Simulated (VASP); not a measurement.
CaO:

```
CELL_PARAMETERS angstrom
0.00000 2.41896 2.41896
2.41896 0.00000 2.41896
2.41896 2.41896 0.00000
ATOMIC_POSITIONS crystal
Ca 0.00000 0.00000 0.00000
O 0.50000 0.50000 0.50000
```

The cell was built by a generator and needn't be a form met in nature.

Base run:

| Item | Value |
| --- | --- |
| Program | VASP 6.6.1 |
| Functional | r2SCAN |
| Potentials or basis | VASP PAW PBE potentials, release 64 (Ca_sv, O) |
| Cutoff | 520 eV |
| k mesh | 10 × 10 × 10 |
| Occupations | gaussian, width 0.02 eV |
| Spin | no spin polarisation |

Its results: band gap on the k mesh 4.19 eV, indirect (least direct gap 4.57 eV); pressure -2.0 GPa.

Q: The run is repeated on the same cell with these changes: functional from r2SCAN to PBE0; k mesh from 10 × 10 × 10 to 6 × 6 × 6. What comes out?

A: Band gap on the k mesh 6.04 eV, indirect (least direct gap 6.47 eV); pressure -2.1 GPa.

Several settings changed at once, so the effect can't be laid on one alone.

Caveats: the PAW data sets were made with another functional, which shifts forces and pressure a little.
